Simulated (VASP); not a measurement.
# CoCl4O (P-1) in VASP: single point with PBEsol

Aim: the single point of CoCl4O with PBEsol.

Program: VASP 6.6.1. These are calculated values, not measurements. Logs are shortened: lines on timing, memory, paths and dates and some standing lists are left out, and cuts for length are marked.

## 1. The crystal as given

The typed cell holds 12 atoms: a = 6.166 Å, b = 6.899 Å, c = 7.203 Å, α = 104.13°, β = 107.53°, γ = 90.81°.

The cell was built by a generator and needn't be a form met in nature.

## 2. Single point, PBEsol

INCAR reads:

```
SYSTEM = CoCl4O
PREC = Accurate
ENCUT = 520
EDIFF = 1E-6
ISMEAR = 0
SIGMA = 0.0793
LREAL = .FALSE.
LASPH = .TRUE.
NELM = 100
ALGO = Fast
ISIF = 2
LWAVE = .FALSE.
LCHARG = .FALSE.
GGA = PS
NBANDS = 55
```

KPOINTS reads:

```
Automatic mesh
0
Gamma
  3 3 3
  0.5 0.5 0.5
```

POSCAR reads:

```
CoCl4O
1.0
    6.1656748800      0.0000000000      0.0000000000
   -0.0975276300      6.8983111500      0.0000000000
   -2.1696024200     -1.7892774600      6.6313938500
Co Cl O
2 8 2
Direct
    0.0780000000      0.2690000000      0.2140000000
    0.9220000000      0.7310000000      0.7860000000
    0.3720000000      0.2720000000      0.5150000000
    0.6280000000      0.7280000000      0.4850000000
    0.8260000000      0.1160000000      0.3310000000
    0.1740000000      0.8840000000      0.6690000000
    0.8080000000      0.1390000000      0.8870000000
    0.1920000000      0.8610000000      0.1130000000
    0.3360000000      0.3140000000      0.0650000000
    0.6640000000      0.6860000000      0.9350000000
    0.0060000000      0.5160000000      0.2830000000
    0.9940000000      0.4840000000      0.7170000000
```

Potentials or basis: VASP PAW PBE potentials, release 64 (Co, Cl, O).

Launch:

```
cat potpaw_PBE.64/Co/POTCAR potpaw_PBE.64/Cl/POTCAR potpaw_PBE.64/O/POTCAR > POTCAR
mpirun -np 1 vasp_std > vasp.out
```

OUTCAR:

```text
SYSTEM = CoCl4O
   PREC = Accurate
   ENCUT = 520
   EDIFF = 1E-6
   ISMEAR = 0
   LREAL = .FALSE.
   LASPH = .TRUE.
   NELM = 100
   ISIF = 2
   GGA = PS

 ion  position               nearest neighbor table
   1  0.078  0.269  0.214-  11 1.76   9 2.23   5 2.33   3 2.37   7 2.38   8 2.88
   2  0.922  0.731  0.786-  12 1.76  10 2.23   6 2.33   4 2.37   8 2.38   7 2.88
   3  0.372  0.272  0.515-   1 2.37
   4  0.628  0.728  0.485-   2 2.37
   5  0.826  0.116  0.331-   1 2.33
   6  0.174  0.884  0.669-   2 2.33
   7  0.808  0.139  0.887-   1 2.38   2 2.88
   8  0.192  0.861  0.113-   2 2.38   1 2.88
   9  0.336  0.314  0.065-   1 2.23
  10  0.664  0.686  0.935-   2 2.23
  11  0.006  0.516  0.283-   1 1.76
  12  0.994  0.484  0.717-   2 1.76

  LATTYP: Found a triclinic cell.
 ALAT       =     7.9464138659
 B/A-ratio  =     0.7759065893
 C/A-ratio  =     0.8681904378
 COS(alpha) =     0.0141364868
 COS(beta)  =     0.2322543380
 COS(gamma) =     0.5028774649

  Lattice vectors:

 A1 = (  -3.9960724600,   1.7892774600,  -6.6313938500)
 A2 = (  -6.1656748800,   0.0000000000,   0.0000000000)
 A3 = (  -0.0975276300,   6.8983111500,   0.0000000000)

Analysis of symmetry for initial positions (statically):
=====================================================================
 Subroutine PRICEL returns:
 Original cell was already a primitive cell.

 Routine SETGRP: Setting up the symmetry group for a
 triclinic supercell.

 Subroutine GETGRP returns: Found  2 space group operations
 (whereof  2 operations were pure point group operations)
 out of a pool of  2 trial point group operations.

The static configuration has the point symmetry S_2 .

Analysis of symmetry for dynamics (positions and initial velocities):
=====================================================================
 Subroutine PRICEL returns:
 Original cell was already a primitive cell.

 Routine SETGRP: Setting up the symmetry group for a
 triclinic supercell.

 Subroutine GETGRP returns: Found  2 space group operations
 (whereof  2 operations were pure point group operations)
 out of a pool of  2 trial point group operations.

The dynamic configuration has the point symmetry S_2 .

 Subroutine INISYM returns: Found  2 space group operations
 (whereof  2 operations are pure point group operations),
 and found     1 'primitive' translations

----------------------------------------------------------------------------------------

                                     Primitive cell

  volume of cell :     282.0514

  direct lattice vectors                    reciprocal lattice vectors
     6.165674880  0.000000000  0.000000000     0.162188247  0.002293001  0.053682052
    -0.097527630  6.898311150  0.000000000     0.000000000  0.144963018  0.039113807
    -2.169602420 -1.789277460  6.631393850     0.000000000  0.000000000  0.150797860

  length of vectors
     6.165674880  6.899000533  7.203059967     0.170856806  0.150147149  0.150797860

  position of ions in fractional coordinates (direct lattice)
     0.078000000  0.269000000  0.214000000
     0.922000000  0.731000000  0.786000000
     0.372000000  0.272000000  0.515000000
     0.628000000  0.728000000  0.485000000
     0.826000000  0.116000000  0.331000000
     0.174000000  0.884000000  0.669000000
     0.808000000  0.139000000  0.887000000
     0.192000000  0.861000000  0.113000000
     0.336000000  0.314000000  0.065000000
     0.664000000  0.686000000  0.935000000
     0.006000000  0.516000000  0.283000000
     0.994000000  0.484000000  0.717000000

  ion indices of the primitive-cell ions
   primitive index   ion index
                 1           1
                 2           2
                 3           3
                 4           4
                 5           5
                 6           6
                 7           7
                 8           8
                 9           9
                10          10
                11          11
                12          12

----------------------------------------------------------------------------------------

 KPOINTS: Automatic mesh

Automatic generation of k-mesh.
 Grid dimensions read from file:
 generate k-points for:    3    3    3

 Generating k-lattice:

  Cartesian coordinates                     Fractional coordinates (reciprocal lattice)
     0.054062749  0.000764334  0.017894017     0.333333333  0.000000000  0.000000000
     0.000000000  0.048321006  0.013037936     0.000000000  0.333333333 -0.000000000
     0.000000000  0.000000000  0.050265953     0.000000000  0.000000000  0.333333333

  Length of vectors
     0.056952269  0.050049050  0.050265953

  Shift w.r.t. Gamma in fractional coordinates (k-lattice)
     0.500000000  0.500000000  0.500000000

 Subroutine IBZKPT returns following result:
 ===========================================

 Found     14 irreducible k-points:

 Following reciprocal coordinates:
            Coordinates               Weight
  0.166667  0.166667  0.166667      2.000000
  0.500000  0.166667  0.166667      2.000000
 -0.166667  0.166667  0.166667      2.000000
  0.166667  0.500000  0.166667      2.000000
  0.500000  0.500000  0.166667      2.000000
 -0.166667  0.500000  0.166667      2.000000
  0.166667 -0.166667  0.166667      2.000000
  0.500000 -0.166667  0.166667      2.000000
 -0.166667 -0.166667  0.166667      2.000000
  0.166667  0.166667  0.500000      2.000000
  0.500000  0.166667  0.500000      2.000000
 -0.166667  0.166667  0.500000      2.000000
  0.166667  0.500000  0.500000      2.000000
  0.500000  0.500000  0.500000      1.000000
   k-points           NKPTS =     14   k-points in BZ     NKDIM =     14   number of bands    NBANDS=     55
   number of dos      NEDOS =    301   number of ions     NIONS =     12
   total plane-waves  NPLWV = 139968
   dimension x,y,z NGX =    48 NGY =   54 NGZ =   54
   dimension x,y,z NGXF=    96 NGYF=  108 NGZF=  108
   ions per type =               2   8   2
   NGX,Y,Z   is equivalent  to a cutoff of  12.94, 13.01, 12.46 a.u.
   NGXF,Y,Z  is equivalent  to a cutoff of  25.88, 26.02, 24.93 a.u.
 SYSTEM =  CoCl4O
   PREC   = accura    normal or accurate (medium, high low for compatibility)
   ISTART =      0    job   : 0-new  1-cont  2-samecut
   ICHARG =      2    charge: 1-file 2-atom 10-const
   ISPIN  =      1    spin polarized calculation?
   LNONCOLLINEAR =      F non collinear calculations
   LSORBIT =      F    spin-orbit coupling
   LASPH  =      T    aspherical Exc in radial PAW
   ENCUT  =  520.0 eV  38.22 Ry    6.18 a.u.  11.46 12.83 13.39*2*pi/ulx,y,z
   NELM   =    100;   NELMIN=  2; NELMDL= -5     # of ELM steps
   EDIFF  = 0.1E-05   stopping-criterion for ELM
   LREAL  =      F    real-space projection
   EDIFFG = 0.1E-04   stopping-criterion for IOM
   NSW    =      0    number of steps for IOM
   IBRION =     -1    ionic relax: 0-MD 1-quasi-New 2-CG
   NFREE  =      0    steps in history (QN), initial steepest desc. (CG)
   ISIF   =      2    stress and relaxation
   ISYM   =      2    0-nonsym 1-usesym 2-fastsym
   POTIM  = 0.5000    time-step for ionic-motion
   TEBEG  =    0.0;   TEEND  =   0.0 temperature during run
   PSTRESS=    0.0 pullay stress
   NELECT =      86.0000    total number of electrons
   NUPDOWN=      -1.0000    fix difference up-down
   EMIN   =  10.00;   EMAX   =-10.00  energy-range for DOS
   EFERMI =   0.00;   METHOD = LEGACY
   ISMEAR =     0;   SIGMA  =   0.08  broadening in eV -4-tet -1-fermi 0-gaus
   EFERMI_NEDOS =   21; number of points for ismear=-14 and -15
   IALGO  =     68    algorithm
   IMIX   =      4    mixing-type and parameters
     AMIX     =   0.40;   BMIX     =  1.00
     AMIX_MAG =   1.60;   BMIX_MAG =  1.00
  volume/ion in A,a.u.               =      23.50       158.61
  Fermi-wavevector in a.u.,A,eV,Ry     =   1.101873  2.082238 16.519164  1.214124
  Thomas-Fermi vector in A             =   2.238307
   LORBIT       =      0    0 simple, 1 ext, 2 COOP (PROOUT), +10 PAW based schemes
   GGA     = PS    functional components
   LHFCALC =     F    Hartree Fock is set to
   AEXX    =    0.0000 exact exchange contribution
   IVDW    =     0    specifies the selected vdW correction
   LEPSILON=     F    determine dielectric tensor
   LRPA    =     F    only Hartree local field effects (RPA)
 non-spin polarized calculation
 RMM-DIIS sequential band-by-band and
 Gauss-broadening in eV      SIGMA  =   0.08
  energy-cutoff  :      520.00
  volume of cell :      282.05
 maximum number of plane-waves:      7614
 NGX is ok and might be reduce to    48
   NGX = 23   NGY = 25   NGZ = 27

 number of electron      85.9999996 magnetization

 Free energy of the ion-electron system (eV)
  ---------------------------------------------------
  ext. energy  EPLUGINS =         0.00000000
  ---------------------------------------------------
  free energy    TOTEN  =       -40.49750929 eV

  energy without entropy =      -40.42085463  energy(sigma->0) =      -40.45918196

 E-fermi :  -0.3652     XC(G=0):  -8.6273

 val. band max:       -0.3824533135   @ k =   0.1667   0.1667   0.1667
 cond. band min:      -0.3509547606   @ k =   0.5000  -0.1667   0.1667
 fundamental gap:      0.0314985530
 Fermi energy:        -0.3652009803

 k-point     1 :       0.1667    0.1667    0.1667
  band No.  band energies     occupation
      1     -17.2196      2.00000
      2     -17.1328      2.00000
      3     -14.4669      2.00000
      4     -14.0883      2.00000
      5     -13.9038      2.00000
      6     -13.8426      2.00000
[... 47 lines left out ...]
     54       8.7364      0.00000
[... 753 lines left out ...]
     54       9.0002      0.00000
     55       9.2044      0.00000

------------------------ aborting loop because EDIFF is reached ----------------------------------------

  FORCE on cell =-STRESS in cart. coord.  units (eV):
  Direction    XX          YY          ZZ          XY          YZ          ZX
  --------------------------------------------------------------------------------------
  -------------------------------------------------------------------------------------
  Total      -14.9859308    -18.4889371    -16.2977602      1.5005752     -1.4627916     -0.2202540
  in kB      -85.1267559   -105.0253904    -92.5785306      8.5239347     -8.3093074     -1.2511405
  external PRESSURE =     -94.2435590 kB  Pullay stress =       0.0000000 kB

 VOLUME and BASIS-vectors are now :
 -----------------------------------------------------------------------------
  energy-cutoff  :      520.00
  volume of cell :      282.05
      direct lattice vectors                 reciprocal lattice vectors
     6.165674880  0.000000000  0.000000000     0.162188247  0.002293001  0.053682052
    -0.097527630  6.898311150  0.000000000     0.000000000  0.144963018  0.039113807
    -2.169602420 -1.789277460  6.631393850     0.000000000  0.000000000  0.150797860

 POSITION                                       TOTAL-FORCE (eV/Angst)
 -----------------------------------------------------------------------------------
     -0.00961      1.47274      1.41912        -0.990252      1.830408      0.976662
      3.90815      3.63629      5.21228         0.990252     -1.830408     -0.976662
      1.14976      0.95486      3.41517        -0.836056      0.364236     -1.272920
      2.74879      4.15417      3.21623         0.836056     -0.364236      1.272920
      4.36340      0.20795      2.19499         1.125016      0.914390     -0.294177
     -0.46485      4.90108      4.43640        -1.125016     -0.914390      0.294177
      3.04387     -0.62822      5.88205         0.581229      0.056774      0.989747
      0.85467      5.73726      0.74935        -0.581229     -0.056774     -0.989747
      1.90002      2.04977      0.43104        -1.048201     -0.180185      0.488314
      1.99853      3.05927      6.20035         1.048201      0.180185     -0.488314
     -0.62733      3.05316      1.87668         1.167025     -3.031239     -0.978850
      4.52587      2.05587      4.75471        -1.167025      3.031239      0.978850
 -----------------------------------------------------------------------------------
    total drift:                                0.000000      0.000000     -0.000000

  FREE ENERGIE OF THE ION-ELECTRON SYSTEM (eV)
  ---------------------------------------------------
  free  energy   TOTEN  =       -40.4975092857 eV

  energy  without entropy=      -40.4208546253  energy(sigma->0) =      -40.45918196
```

It took 8.2 min on 1 thread of Intel Xeon Platinum 8559C (Emerald Rapids), shared host; peak memory 0.44 GiB.

Results:

| Quantity | Value |
| --- | --- |
| Free energy | -40.4975 eV |
| Pressure | -9.4 GPa |
| Largest force | 3.392 eV/Å |
| Band gap on the k mesh | none (metal or under the smearing width) |

Forces on the atoms (eV/Å):
```
Co  -0.990  1.830  0.977
Co   0.990 -1.830 -0.977
Cl  -0.836  0.364 -1.273
Cl   0.836 -0.364  1.273
Cl   1.125  0.914 -0.294
Cl  -1.125 -0.914  0.294
Cl   0.581  0.057  0.990
Cl  -0.581 -0.057 -0.990
Cl  -1.048 -0.180  0.488
Cl   1.048  0.180 -0.488
O    1.167 -3.031 -0.979
O   -1.167  3.031  0.979
```

Stress tensor (GPa, compression positive):
```
 -8.51   0.85  -0.13
  0.85 -10.50  -0.83
 -0.13  -0.83  -9.26
```

Levels at points of the mesh, in eV from the Fermi level:
| k point | band 41 | band 42 | band 43 | band 44 | band 45 | band 46 |
| --- | --- | --- | --- | --- | --- | --- |
| (0.50, 0.50, 0.50) | -0.18 | -0.12 | 0.03 | 0.03 | 0.10 | 0.14 |

Caveat: the PAW data sets were made with another functional, which shifts forces and pressure a little; the run has no spin polarisation, though such a crystal can be magnetic; semilocal functionals often make such compounds metallic where correlation or magnetic order opens a gap, which also shifts bond lengths.
